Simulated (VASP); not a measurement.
Input of a VASP 6.6.1 run:

Contents of INCAR:

```
  PREC = Accurate
  ENCUT = 520
  EDIFF = 1E-6
  ISMEAR = 0
  SIGMA = 0.02
  LREAL = F
  LASPH = T
  NELM = 100
  ALGO = Normal
  ISIF = 2
  LWAVE = F
  LCHARG = F
  GGA = PE
  NBANDS = 35
```

The input KPOINTS:

```
Automatic mesh
0
Gamma
  6 6 6
```

POSCAR

```
Al2O3
1.0
    2.4043547030      1.3881548349      4.3744984162
   -2.4043547030      1.3881548349      4.3744984162
    0.0000000000     -2.7763096701      4.3744984161
Al O
4 6
Direct
    0.3521453522      0.3521453522      0.3521453522
    0.1478546478      0.1478546478      0.1478546478
    0.6478546478      0.6478546478      0.6478546478
    0.8521453522      0.8521453522      0.8521453522
    0.5561715154      0.9438284846      0.2500000000
    0.2500000000      0.5561715154      0.9438284846
    0.9438284846      0.2500000000      0.5561715154
    0.4438284846      0.0561715154      0.7500000000
    0.7500000000      0.4438284846      0.0561715154
    0.0561715154      0.7500000000      0.4438284846
```

Potentials or basis: VASP PAW PBE potentials, release 64 (Al, O).

Run with:

```bash
$ cat potpaw_PBE.64/Al/POTCAR potpaw_PBE.64/O/POTCAR > POTCAR
$ mpirun -np 1 vasp_std > vasp.out
```

What does it give for the pressure?

-0.1 GPa.

Predict the largest force.

0.004 eV/Å.

Forces on the atoms (eV/Å):
```
Al   0.000  0.000  0.004
Al   0.000  0.000 -0.004
Al   0.000  0.000 -0.004
Al   0.000  0.000  0.004
O    0.000  0.000  0.000
O    0.000  0.000  0.000
O    0.000  0.000  0.000
O    0.000  0.000  0.000
O    0.000  0.000  0.000
O    0.000  0.000  0.000
```

**Experimental background.**

“Multi-petahertz electron interference in Cr:Al2O3 solid-state material”, 2018, pmc:5906618 quotes, for a bulk crystal of Al2O3: band gap 8.7 eV (optical).

Against the measured gap of Al2O3, 8.7 eV (optical; quoted in “Multi-petahertz electron interference in Cr:Al2O3 solid-state material”, 2018, pmc:5906618), the calculated 5.85 eV is off by -2.85 eV. The value is that of PBE, without temperature or zero-point motion. Semilocal functionals fall short of measured gaps as a rule.
